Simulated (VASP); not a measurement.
Crystal: Hf.

```
CELL_PARAMETERS angstrom
3.19238 0.00000 0.00000
-1.59619 2.76469 0.00000
0.00000 0.00000 5.04504
ATOMIC_POSITIONS crystal
Hf 0.33333 0.66667 0.25000
Hf 0.66667 0.33333 0.75000
```

| Property | Result |
| --- | --- |
| Program | VASP 6.6.1 |
| Task | relaxation of cell and atoms |
| Functional | PBEsol |
| Potentials or basis | VASP PAW PBE potentials, release 64 (Hf_pv) |
| Cutoff | 600 eV |
| k mesh | 15 × 15 × 8 |
| Occupations | gaussian, width 0.1 eV |
| Spin | no spin polarisation |

At the start: pressure -3.6 GPa; volume 22.26 Å³/atom.

Task: Where does the relaxation end?

Result: Over 6 steps the energy falls by 8.4 meV/atom and the volume is 21.54 Å³/atom (-3.3 %); space group P6_3/mmc (No. 194, to 0.05 Å).

The path:
```csv
step,energy change (eV),largest force (eV/Å),pressure (GPa),volume (Å³)
1,0.0000,0.0000,-3.61,44.53
2,0.0089,0.0000,4.97,41.38
3,-0.0167,0.0000,-0.03,43.09
4,-0.0167,0.0000,0.05,43.06
5,-0.0167,0.0000,-0.05,43.09
6,-0.0167,0.0000,0.00,43.08
```

Final structure:
```
Hf
1.0
     3.15788    0.00000    0.00000
    -1.57894    2.73480    0.00000
     0.00000    0.00000    4.98803
Hf
2
Direct
  0.33333 0.66667 0.25000
  0.66667 0.33333 0.75000
```

Caveat: the PAW data sets were made with another functional, which shifts forces and pressure a little.
